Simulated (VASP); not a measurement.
Level of theory: RPBE GGA, VASP's PBE PAW potentials (set 64) (plane waves; VASP).

The input files of a VASP run:

**INCAR**
```
SYSTEM = SrTiO3
PREC = Accurate
ENCUT = 520
EDIFF = 1E-7
NELM = 100
ALGO = Normal
LREAL = .FALSE.
LASPH = .TRUE.
ISMEAR = 0
SIGMA = 0.05
GGA = RP
LMAXMIX = 4
LWAVE = .FALSE.
LCHARG = .FALSE.
ISIF = 2
```

### KPOINTS
```
Automatic mesh
0
Gamma
6 6 6
0 0 0
```

**POSCAR**
```
SrTiO3
1
    4.0558028932     0.0000000000     0.0000000000
    0.0000000000     4.0558028932     0.0000000000
    0.0000000000     0.0000000000     4.0558028932
Sr Ti O
1 1 3
Direct
  0.0000000000   0.0000000000   0.0000000000
  0.5000000000   0.5000000000   0.5000000000
  0.5000000000   0.0000000000   0.5000000000
  0.0000000000   0.5000000000   0.5000000000
  0.5000000000   0.5000000000   0.0000000000
```

POTCAR, in this order: Sr_sv Ti_sv O (PBE.64 set). Program: vasp_std.

The resulting files:

**OSZICAR**
```
       N       E                     dE             d eps       ncg     rms          rms(c)
DAV:   1     0.453724151680E+03    0.45372E+03   -0.22023E+04   960   0.181E+03
DAV:   2    -0.327977026353E+01   -0.45700E+03   -0.45074E+03  1184   0.489E+02
DAV:   3    -0.467275934737E+02   -0.43448E+02   -0.43409E+02  1376   0.147E+02
DAV:   4    -0.487407212669E+02   -0.20131E+01   -0.20121E+01  1424   0.284E+01
DAV:   5    -0.488197525928E+02   -0.79031E-01   -0.79025E-01  1352   0.399E+00    0.237E+01
DAV:   6    -0.381964999020E+02    0.10623E+02   -0.73248E+01  1472   0.707E+01    0.140E+01
DAV:   7    -0.381702951179E+02    0.26205E-01   -0.12955E+01  1208   0.270E+01    0.865E+00
DAV:   8    -0.380186156014E+02    0.15168E+00   -0.20104E+00  1224   0.136E+01    0.326E+00
DAV:   9    -0.380304088956E+02   -0.11793E-01   -0.26278E-01  1208   0.383E+00    0.126E+00
DAV:  10    -0.380191396280E+02    0.11269E-01   -0.98235E-02  1256   0.320E+00    0.440E-01
DAV:  11    -0.380183427510E+02    0.79688E-03   -0.12229E-02  1432   0.845E-01    0.124E-01
DAV:  12    -0.380183764459E+02   -0.33695E-04   -0.75068E-04  1240   0.290E-01    0.735E-02
DAV:  13    -0.380184394185E+02   -0.62973E-04   -0.24699E-04  1272   0.158E-01    0.194E-02
DAV:  14    -0.380184466848E+02   -0.72663E-05   -0.71796E-05  1408   0.870E-02    0.107E-02
DAV:  15    -0.380184491809E+02   -0.24961E-05   -0.14181E-05  1184   0.311E-02    0.423E-03
DAV:  16    -0.380184490445E+02    0.13640E-06   -0.13542E-06  1304   0.107E-02    0.458E-03
DAV:  17    -0.380184487205E+02    0.32401E-06   -0.11743E-06  1232   0.123E-02    0.964E-04
DAV:  18    -0.380184487811E+02   -0.60665E-07   -0.60790E-08   584   0.311E-03
   1 F= -.38018449E+02 E0= -.38018449E+02  d E =-.264964E-13
```

### OUTCAR
```
------------------------ aborting loop because EDIFF is reached ----------------------------------------
  FORCE on cell =-STRESS in cart. coord.  units (eV):
  Direction    XX          YY          ZZ          XY          YZ          ZX
  --------------------------------------------------------------------------------------
  Total       -3.3642395     -3.3642395     -3.3642395     -0.0000000      0.0000000     -0.0000000
  in kB      -80.7917406    -80.7917406    -80.7917406     -0.0000000      0.0000000     -0.0000000
  external PRESSURE =     -80.7917406 kB  Pullay stress =       0.0000000 kB
  volume of cell :       66.72
      direct lattice vectors                 reciprocal lattice vectors
     4.055802893  0.000000000  0.000000000     0.246560305  0.000000000  0.000000000
     0.000000000  4.055802893  0.000000000     0.000000000  0.246560305  0.000000000
     0.000000000  0.000000000  4.055802893     0.000000000  0.000000000  0.246560305
 POSITION                                       TOTAL-FORCE (eV/Angst)
 -----------------------------------------------------------------------------------
      0.00000      0.00000      0.00000         0.000000      0.000000      0.000000
      2.02790      2.02790      2.02790         0.000000      0.000000      0.000000
      2.02790      0.00000      2.02790         0.000000      0.000000      0.000000
      0.00000      2.02790      2.02790         0.000000      0.000000      0.000000
      2.02790      2.02790      0.00000         0.000000      0.000000      0.000000
 -----------------------------------------------------------------------------------
    total drift:                                0.000000      0.000000     -0.000000
  FREE ENERGIE OF THE ION-ELECTRON SYSTEM (eV)
  ---------------------------------------------------
  free  energy   TOTEN  =       -38.0184487811 eV

  energy  without entropy=      -38.0184487811  energy(sigma->0) =      -38.01844878
```
(Selected blocks of OUTCAR.)

The compound is SrTiO3 in the cubic perovskite structure, the ideal cubic form; the compound distorts at low or room temperature. This cell is one point of a volume scan, at 1.06 of the reference volume.
